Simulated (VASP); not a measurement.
Given:

```
CoTa2
1.0
   -3.04214     3.04214     2.48276
    3.04214    -3.04214     2.48276
    3.04214     3.04214    -2.48276
Ta Co
4 2
Direct
  0.16135   0.66135   0.82270
  0.83865   0.33865   0.17730
  0.66135   0.83865   0.50000
  0.33865   0.16135   0.50000
  0.75000   0.75000   0.00000
  0.25000   0.25000   0.00000
```

Computed with PBEsol GGA, VASP's PBE PAW potentials (set 64) (plane waves; VASP). Run with 300 eV cut-off, 6×6×6 Γ-centred mesh, Fermi-Dirac smearing of 0.10 eV, potentials Ta_pv Co.

At this cut-off the stress carries a Pulay error, which pulls relaxed volumes low.

Problem. Give the stress tensor in GPa (positive for a compressed cell).

Solution. 
```
-3.97   0.00   0.00
 0.00  -3.97   0.00
 0.00   0.00  -5.05
```
The pressure is its mean diagonal, -4.33 GPa.

The structure comes from a computed database's Ta2Co entry (I4/mcm); how it stands against other phases isn't given here. The cell was not relaxed at this level. The run is not spin-polarised, so no magnetic state was tried.
